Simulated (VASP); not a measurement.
```
CdF2
1.0
    0.00000     2.71513     2.71513
    2.71513     0.00000     2.71513
    2.71513     2.71513     0.00000
Cd F
1 2
Direct
  0.00000   0.00000   0.00000
  0.25000   0.25000   0.25000
  0.75000   0.75000   0.75000
```

Computed with optB86b-vdW, VASP's PBE PAW potentials (set 64) (plane waves; VASP). Settings: 520 eV cut-off, 8×8×8 Γ-centred mesh, tetrahedra with Blöchl corrections, potentials Cd F.

Q: What does the run give for the energy per atom (σ→0), band gap (on the k-mesh) with the smallest direct gap where there is one?

A: 
- band gap (on the k-mesh): 2.94 eV
- smallest direct gap (on the k-mesh): 3.46 eV
- energy per atom (σ→0): -1.339 eV/atom

The absolute energy has meaning only against runs of the same code, potentials and settings.

The compound is CdF2 in the fluorite structure. It was relaxed first.
